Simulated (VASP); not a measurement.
## InSbO2: density of states with PBE

Crystal: InSbO2.

```
In Sb O
1.0
     3.34255    0.00000    0.00000
    -1.67127    2.89473    0.00000
     0.00000    0.00000   13.61906
In Sb O
2 2 4
Direct
  0.00000 0.00000 0.00000
  0.00000 0.00000 0.50000
  0.33333 0.66667 0.25000
  0.66667 0.33333 0.75000
  0.33333 0.66667 0.08187
  0.66667 0.33333 0.58187
  0.33333 0.66667 0.41813
  0.66667 0.33333 0.91813
```

The cell was built by a generator and needn't be a form met in nature.

```
Program                 : VASP 6.6.1
Task                    : density of states
Functional              : PBE
Potentials or basis     : VASP PAW PBE potentials, release 64 (In_d, Sb, O)
Cutoff                  : 520 eV
k mesh                  : 10 × 10 × 4
Occupations             : gaussian, width 0.1 eV
Spin                    : no spin polarisation
k mesh for the DOS      : 15 × 15 × 6
Occupations for the DOS : tetrahedron
Further INCAR settings  : ALGO = Fast; EDIFF = 1e-06; NBANDS = 40
```

```yaml
Valence_electrons_inside_the_program's_atomic_spheres: In 11.29; Sb 2.28; O 4.97
```

Levels at points of the mesh, in eV from the Fermi level:
```csv
k point,band 28,band 29,band 30,band 31,band 32,band 33
"(0.00, 0.00, 0.00)",-2.97,-1.63,0.90,1.29,3.25,3.78
"(0.00, 0.00, 0.50)",-3.00,-0.47,-0.47,2.45,2.45,4.21
```

States per cell in windows of 1 eV (zero at the Fermi level; states under -8 eV left out):
```tsv
from (eV)	total	O5_p	O6_p	O7_p	O8_p	Sb3_p	Sb4_p
-8.0	2.54	0.22	0.22	0.22	0.22	0.03	0.03
-7.0	2.48	0.24	0.24	0.24	0.24	0.05	0.05
-6.0	4.15	0.48	0.48	0.48	0.48	0.10	0.10
-5.0	5.76	0.77	0.77	0.77	0.77	0.11	0.11
-4.0	6.97	0.97	0.97	0.97	0.97	0.19	0.19
-3.0	3.72	0.48	0.48	0.48	0.48	0.13	0.13
-2.0	1.18	0.06	0.06	0.06	0.06	0.13	0.13
-1.0	1.14	0.03	0.03	0.03	0.03	0.16	0.16
0.0	1.38	0.04	0.04	0.04	0.04	0.19	0.19
1.0	2.04	0.07	0.07	0.07	0.07	0.29	0.29
2.0	3.20	0.13	0.13	0.13	0.13	0.38	0.38
3.0	4.18	0.25	0.25	0.25	0.25	0.32	0.32
4.0	1.67	0.06	0.06	0.06	0.06	0.22	0.22
5.0	2.35	0.08	0.08	0.08	0.08	0.06	0.06
6.0	3.05	0.11	0.11	0.11	0.11	0.10	0.10
7.0	1.81	0.06	0.06	0.06	0.06	0.05	0.05
```

It took 2.8 min on 4 MPI ranks on AMD EPYC 9R45 (Zen 5), with other jobs on the host, peak memory 0.58 GiB a rank.

 Spin-orbit coupling is left out, which matters for the levels of Sb.
